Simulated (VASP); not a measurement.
Input:

```yaml
crystal:
  lattice:
    - [0.00000, 3.50280, 3.50280]
    - [3.50280, 0.00000, 3.50280]
    - [3.50280, 3.50280, 0.00000]
  atoms:
    - { symbol: Rb, position: [0.00000, 0.00000, 0.00000] }
    - { symbol: Br, position: [0.50000, 0.50000, 0.50000] }
```

Level of theory: vdW-DF2, VASP's PBE PAW potentials (set 64) (plane waves; VASP 6.6.1). Run with 520 eV cut-off, 6×6×6 Γ-centred mesh, Gaussian smearing of 0.050 eV, potentials Rb_sv Br.

Q: What does the run give for the energy per atom (σ→0), band gap (on the k-mesh) with the smallest direct gap where there is one?

A: 
| Item | Result |
|---|---|
| band gap (on the k-mesh) | 3.80 eV |
| smallest direct gap (on the k-mesh) | 3.80 eV |
| energy per atom (σ→0) | -1.345 eV/atom |

Only differences to runs with the same potentials and settings are physical.

The compound is RbBr in the rock salt structure. It was relaxed first, which changed the volume by +5 %. The start is the result of an earlier pass.
